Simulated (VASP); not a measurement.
Level of theory: LDA (Ceperley-Alder, Perdew-Zunger), VASP's LDA PAW potentials (set 64) (plane waves; VASP).

A VASP calculation is set up with these files.

### POSCAR
```
MoS2
1
    1.4750321435    -2.5548294108    -0.0000000000
    1.4750321435     2.5548294108     0.0000000000
   -0.0000000000     0.0000000000    10.7107096530
Mo S
2 4
Direct
  0.3333330000   0.6666670000   0.2500000000
  0.6666670000   0.3333330000   0.7500000000
  0.3333330000   0.6666670000   0.8968857577
  0.6666670000   0.3333330000   0.3968857577
  0.6666670000   0.3333330000   0.1031142423
  0.3333330000   0.6666670000   0.6031142423
```

File KPOINTS:
```
Automatic mesh
0
gamma
12 12 3
0 0 0
```

**INCAR**
```
SYSTEM = MoS2
PREC = Accurate
ENCUT = 500
EDIFF = 1E-6
NELM = 100
ALGO = Normal
LREAL = .FALSE.
LASPH = .TRUE.
ISMEAR = 1
SIGMA = 0.1
LMAXMIX = 4
LWAVE = .FALSE.
LCHARG = .FALSE.
IBRION = 2
ISIF = 3
NSW = 40
EDIFFG = -0.02
PSTRESS = 300
```

POTCAR, in this order: Mo_sv S (LDA.64 set). Program: vasp_std.

Task: What will the output report for the number of irreducible k-points (NKPTS), largest plane-wave count, number of space-group operations, FFT grid (NGX, NGY, NGZ)?

Result: 
```yaml
number of irreducible k-points (NKPTS): 38
largest_plane_wave_count: 2103
number_of_space_group_operations: 24
FFT grid (NGX, NGY, NGZ): 24 × 24 × 80
```

The compound is MoS2 in the 2H layered structure. This run relaxes it under an external pressure of 30 GPa. Symmetry was kept, so distortions that lower it aren't found.
